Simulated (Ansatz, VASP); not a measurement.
# GaN: VASP beside Ansatz

Aim: how closely do two programs agree when they are given the same cell, functional and k mesh? The cell is taken from a series of runs on this material, whose earlier steps may have relaxed, scaled, displaced or heated it; both programs get it as it stands.

Calculated with Ansatz 0.2.0; plane waves, with VASP 6.6.1 beside it; zone-centre phonons at PBE.

**1. Set-up**

It takes space group P6_3mc (No. 186, hexagonal). The conventional cell has a = 3.218 Å, b = 3.218 Å, c = 5.243 Å, α = 90.00°, β = 90.00°, γ = 120.00°. Nearest to Ga lie 4 N at 1.97 to 1.98 Å. Nearest to N lie 4 Ga at 1.97 to 1.98 Å. Farther neighbours and most contacts between anions are not listed.

**2. Ansatz: zone-centre phonons, PBE**

Ansatz runs on its default PAW (the set named soft_2) files.

Second derivatives magnify differences that forces hide, and they need a tight electronic threshold.

Contents of input.yaml:

```yaml
crystal:
  lattice:
    - [3.2183727567, 0.0, 0.0]
    - [-1.6091863784, 2.7871925662, 0.0]
    - [0.0, 0.0, 5.2431524761]
  atoms:
    - { symbol: Ga, position: [0.3333333333, 0.6666666667, -0.0008644893] }
    - { symbol: Ga, position: [0.6666666667, 0.3333333333, 0.4991355107] }
    - { symbol: "N", position: [0.3333333333, 0.6666666667, 0.3758644893] }
    - { symbol: "N", position: [0.6666666667, 0.3333333333, 0.8758644893] }
kpoints:
  mp_grid: { grid: [9, 9, 6] }
hamiltonian:
  xc: pbe
scf:
  occupations: { method: fixed }
output:
  eigenvalues: true
phonons:
  method: dfpt
  dielectric: true
  rigid_motions: translations
basis:
  ecutwfc: 340
```

Run with:

```console
$ ansatz run input.yaml --threads 4 --pin off --max-ram 15360MiB --backend cpu --events-out ev --progress --plain --runs-dir out
```

Numbers of over 12 decimals in the logs are rounded to 6 here.

What it wrote:

```text
Warning: basis.ecutwfc = 340 eV is below the records' recommended 420 eV, and the density's cutoff is lower with it unless basis.ecutrho_ratio is high enough to keep the records' density cutoff: compare with a run at a higher cutoff
Engine: ansatz 0.2.0, aarch64-unknown-linux-gnu
Pseudopotentials: kind: paw
Pseudopotential: Ga, paw, valence charge 13, recommended cutoff 420 eV (normal), Ga.paw.azcp
Pseudopotential: N, paw, valence charge 5, recommended cutoff 420 eV (normal), N.paw.azcp
Functional definition: PBE
  parameter kappa = 0.804
  parameter beta = 0.066725
  exchange = pbe_x(kappa = kappa, mu = beta*pi^2/3)
  correlation = pbe_c(beta = beta)
Crystal: 4 atoms, lattice volume = 47.032 Å³
Basis set: ecut = 340 eV, 687 PW (Γ), exchange–correlation on 40×40×64 points (8 copies of the dense FFT grid, shifted against one another)
Bands: 22, of which v1, the nominal top of the filled ones, is band 18 counted from 1 (17 counted from 0)
Symmetry: 12 space group operations
k-points: 140 of 486 (irreducible under 2 space group operations, time reversal used)
Non-local potential: Ga, projectors of the file, l = 0: 2, l = 1: 2, l = 2: 3, l = 3: 1
Non-local potential: N, projectors of the file, l = 0: 2, l = 1: 2, l = 2: 1
PAW form: soft (Blöchl's): semilocal exchange-correlation on the pseudo side does not see the compensation charge
PAW one-centre angular grid: Ga, 590 points (default); XC on 64 Gauss nodes
PAW one-centre angular grid: N, 110 points (default); XC on 64 Gauss nodes
Initial density: superposition of atomic densities (neutral atoms: chi_scale 0, normalization atom), corrected by the library's trained network
Initial wavefunctions: pseudopotential atomic-orbital guess
Functional: x = pbe(κ = 0.804, μ = 0.219515), c = pbe(β = 0.066725)
SCF iter   1: F=—  HF=-8335.648918 eV  |F-HF|=—  |Δ(HF+E_count)|=         —  Δρ=4.18e-3  dr2=2.48e-3  ethr=1.77e-3  ⟨swp⟩=4.0  Hψ=10478  notcnv=0  defer=85
preconditioner: auto → Resta (q_TF=auto, 2.609 Å⁻¹)  ε∞=4.9  [insulator: Δε(μ)=1.684 eV  Ē_g=16.385 eV  n_scr=22 (ndim 8)  ℏωp=32.5 eV  f_vac=0.010  ε∞_Penn≈4.9]
SCF iter   2: F=—  HF=-8335.650291 eV  |F-HF|=—  |Δ(HF+E_count)|=   1.37e-3  Δρ=1.89e-3  dr2=2.59e-4  ethr=6.89e-6  ⟨swp⟩=2.0  Hψ=7003  notcnv=0  defer=277
SCF iter   3: F=—  HF=-8335.650996 eV  |F-HF|=—  |Δ(HF+E_count)|=   7.05e-4  Δρ=7.26e-4  dr2=4.95e-5  ethr=7.18e-7  ⟨swp⟩=2.0  Hψ=4436  notcnv=0  defer=277
SCF iter   4: F=—  HF=-8335.651124 eV  |F-HF|=—  |Δ(HF+E_count)|=   1.28e-4  Δρ=1.09e-4  dr2=4.47e-6  ethr=1.37e-7  ⟨swp⟩=2.0  Hψ=5760  notcnv=0  defer=148
SCF iter   5: F=—  HF=-8335.651123 eV  |F-HF|=—  |Δ(HF+E_count)|=   4.80e-7  Δρ=3.37e-5  dr2=4.03e-7  ethr=1.24e-8  ⟨swp⟩=2.0  Hψ=5568  notcnv=0
SCF iter   6: F=—  HF=-8335.651123 eV  |F-HF|=—  |Δ(HF+E_count)|=   2.65e-7  Δρ=7.07e-6  dr2=2.33e-8  ethr=1.12e-9  ⟨swp⟩=2.0  Hψ=5512  notcnv=0
SCF iter   7: F=—  HF=-8335.651123 eV  |F-HF|=—  |Δ(HF+E_count)|=   2.03e-8  Δρ=1.59e-6  dr2=1.20e-9  ethr=6.46e-11  ⟨swp⟩=2.0  Hψ=4401  notcnv=0
SCF iter   8: F=-8335.651123 eV  HF=-8335.651123 eV  |F-HF|=5.46e-11  |Δ(HF+E_count)|=   1.67e-9  Δρ=3.77e-7  dr2=5.14e-11  ethr=1.00e-12  ⟨swp⟩=5.2  Hψ=18445  notcnv=0
SCF 1 converged in 8 iterations: F = -8335.651123 eV  dr2 = 5.14e-11
  greatest PAW one-centre occupation: 0.995 electrons in one spin orbital (limit 2), on the Ga atom at site 1 (counted from 0), in its partial waves of l = 2
NSCF: frozen V_eff on 4 k-points
DFPT response loops at Γ: preconditioner auto → Resta (q_TF=auto, 2.609 Å⁻¹)  ε∞=5.9 (no band partly filled); β = 1.00, the filter's whole step (`scf.mixing.beta` (0.50) is not read by the response loops at its default; to damp them type it under 1.00, their step now; it binds the ground state too); Broyden in place of MSR1
── the response to a field inside a basis, on 14×14×8 k-points: an SCF that follows is theirs, and a resumed run solves both again ──
Bands: 19, of which v1, the nominal top of the filled ones, is band 18 counted from 1 (17 counted from 0)
k-points: 224 of 1568 (irreducible under 4 space group operations, time reversal used)
Initial density: handed on by an earlier stage of this run
Initial wavefunctions: pseudopotential atomic-orbital guess (no wavefunctions were taken with the density)
Eigensolver: Dense (224 Hₖ)
SCF iter   1: F=—  HF=-8335.775007 eV  |F-HF|=—  |Δ(HF+E_count)|=         —  Δρ=3.05e-3  dr2=1.02e-3  ethr=1.00e-1
preconditioner: auto → Resta (q_TF=auto, 2.609 Å⁻¹)  ε∞=5.9  [insulator: Δε(μ)=1.996 eV  Ē_g=14.692 eV  n_scr=22 (ndim 8)  ℏωp=32.5 eV  f_vac=0.011  ε∞_Penn≈5.9]
SCF iter   2: F=—  HF=-8335.775218 eV  |F-HF|=—  |Δ(HF+E_count)|=   2.11e-4  Δρ=1.45e-3  dr2=1.71e-4  ethr=2.84e-6
SCF iter   3: F=—  HF=-8335.775424 eV  |F-HF|=—  |Δ(HF+E_count)|=   2.05e-4  Δρ=5.57e-4  dr2=3.12e-5  ethr=4.75e-7
SCF iter   4: F=—  HF=-8335.775459 eV  |F-HF|=—  |Δ(HF+E_count)|=   3.55e-5  Δρ=1.10e-4  dr2=3.91e-6  ethr=8.66e-8
SCF iter   5: F=-8335.775456 eV  HF=-8335.775456 eV  |F-HF|=8.16e-8  |Δ(HF+E_count)|=   2.77e-6  Δρ=1.98e-5  dr2=7.81e-8  ethr=1.09e-8
SCF 1 converged in 5 iterations: F = -8335.775456 eV  dr2 = 7.81e-8
DFPT response loops at Γ: preconditioner auto → Resta (q_TF=auto, 2.609 Å⁻¹)  ε∞=5.5 (no band partly filled); β = 1.00, the filter's whole step (`scf.mixing.beta` (0.50) is not read by the response loops at its default; to damp them type it under 1.00, their step now; it binds the ground state too); Broyden in place of MSR1
WARN: field response: ε∞ stands inside a basis, on 14×14×8 points; the force constants stand on the 9×9×6 k-mesh, whose period is 10.75 times the interband length at k = (0.0000, 0.0000, 0.0000), direct gap 1.696 eV, under 14: take them and everything formed from them as unconverged, and compare with a denser kpoints.mp_grid
SCF converged after 8 iterations
Free energy (F): -8335.651123 eV
Harris-Foulkes:  -8335.651123 eV  (|F-HF|=5.46e-11)
Internal energy: -8335.651123 eV  (E = F + TS)
E sigma→0 (E₀):  -8335.651123 eV
Fermi energy:    9.260619 eV
--- Per-component energies (eV) ---
  E_band       = -24.524130
  E_kinetic    = 493.340653
  E_local      = -3949.801135  (includes V_loc(G=0)·N_el)
  E_nonlocal   = 948.185866
  E_hartree    = 1813.990432
  E_xc         = -257.159577
  E_vxc        = -267.685514  (∫ρ·V_xc dr)
  E_paw        = -4241.285474  (= ΣΔE_a)
  E_vpaw       = -876.548377  (= ΣTr[D̂ρ^β])
  E_aug_tail   = 0.003755  (compensation charges beyond the density's cutoff)
  E_ewald      = -3142.925644
  E_smearing   = -0.000000  (= −TS)
  E_closure    = 0.000000  (closes the sum)
  Σ components = -8335.651123   (vs F -8335.651123, Δ=0.00e0)
--- Band table (eV; the first three rows and the last of 140) ---
  k-point 0: bands = [... 14 lower, 8.2613, 9.2267, 9.2606, 9.2606, 10.9571, 13.3220, 18.2766, 18.9997]
  k-point 1: bands = [... 14 lower, 8.3312, 8.3962, 9.1908, 9.1908, 11.6672, 13.3761, 18.0999, 19.0344]
  k-point 2: bands = [... 14 lower, 8.5072, 8.5072, 9.0030, 9.0030, 12.6641, 13.4638, 17.7060, 18.1338]
  k-point 139: bands = [... 14 lower, 6.4348, 6.4348, 7.5763, 7.5763, 14.8734, 14.8734, 17.0460, 17.0460]
--- Phonons (Γ-DFPT): 4 representative perturbations + reference, on 140 of 486 k-points (Σ response iterations 18) ---
  k mesh reduced under 2 symmetry operations, with k and −k counted as one. Each operation leaves every solved perturbation unchanged. A smaller set is not considered because the run solves the response to a homogeneous field
  ASR residual: 1.709e-4 → 0.000e0 eV/Å²; symmetrization residual: 6.192e-6 eV/Å²
  ASR residual per site (eV/Å²): 1.11e-4 1.11e-4 1.71e-4 1.71e-4
  Γ frequencies (cm⁻¹): 0.00 0.00 0.00 135.90 135.90 319.28 504.57 527.54 527.54 534.80 534.80 657.62
  ε∞ (high-frequency dielectric tensor):
        5.953059     0.000000     0.000000
        0.000000     5.953059    -0.000000
        0.000000    -0.000000     6.142184
  ε⁰ (static dielectric tensor: ions relaxed, cell fixed):
       10.426672    -0.000000     0.000000
       -0.000000    10.426672    -0.000000
        0.000000    -0.000000    11.579990
  ε⁰ − ε∞ (ionic part):
        4.473613    -0.000000     0.000000
       -0.000000     4.473613    -0.000000
        0.000000    -0.000000     5.437806
  softest optical mode at Γ: 135.90 cm⁻¹; the repairs (sum rule, projections) moved no ω² at Γ by more than (2.18 cm⁻¹)²
  Born effective charges Z* (e; rows j = field, columns β = displacement):
    site 0:
         2.63435    0.00000    0.00000
         0.00000    2.63435   -0.00000
         0.00000   -0.00000    2.77798
    site 1:
         2.63435    0.00000    0.00000
        -0.00000    2.63435   -0.00000
         0.00000   -0.00000    2.77798
    site 2:
        -2.63435   -0.00000   -0.00000
         0.00000   -2.63435    0.00000
        -0.00000    0.00000   -2.77798
    site 3:
        -2.63435   -0.00000   -0.00000
        -0.00000   -2.63435    0.00000
        -0.00000    0.00000   -2.77798
  Z* charge neutrality: 8.666e-3 e pre-enforcement
  solved inside a basis spanned on kpoints, on 14×14×8 k-points, its susceptibility summed on 18×18×10: ε∞ is read to err by 2.9e-2, Z* by 2.4e-2 e (field_mesh: kpoints solves on kpoints); Z* is corrected for what the basis lacks
  optical modes at Γ without the LO–TO term, one row a degenerate level:
      ω (cm⁻¹)  modes    IR ((D/Å)²/amu)
        135.90      2             0.0000
        319.28      1             0.0000
        504.57      1            30.5289
[...]
optical modes at Γ + LO–TO along q̂ = [1.0000, 0.0000, 0.0000]:
      ω (cm⁻¹)  modes    IR ((D/Å)²/amu)
[...]
optical modes at Γ + LO–TO along q̂ = [0.0000, 1.0000, 0.0000]:
      ω (cm⁻¹)  modes    IR ((D/Å)²/amu)
[...]
657.62      1             0.0000
        698.16      1            27.4536
  optical modes at Γ + LO–TO along q̂ = [0.0000, 0.0000, 1.0000]:
      ω (cm⁻¹)  modes    IR ((D/Å)²/amu)
        135.90      2             0.0000
        319.28      1             0.0000
        527.54      2            54.9072
        534.80      2             0.0000
        657.62      1             0.0000
        692.82      1            30.5289
```

[end of part 1 of 3]

[Lines on the potential files, build, host, timing and source positions are cut from VASP's logs without a mark.]

[Logs are printed without paths, hosts, clocks, repeated set-up lines and the standing remarks that a program may print on its own settings, such as how far it seeks lower states.]

[Hosts, paths, dates, database ids (printed as entryN), source tags and the programs' standing remarks are cut or masked in the printed files.]
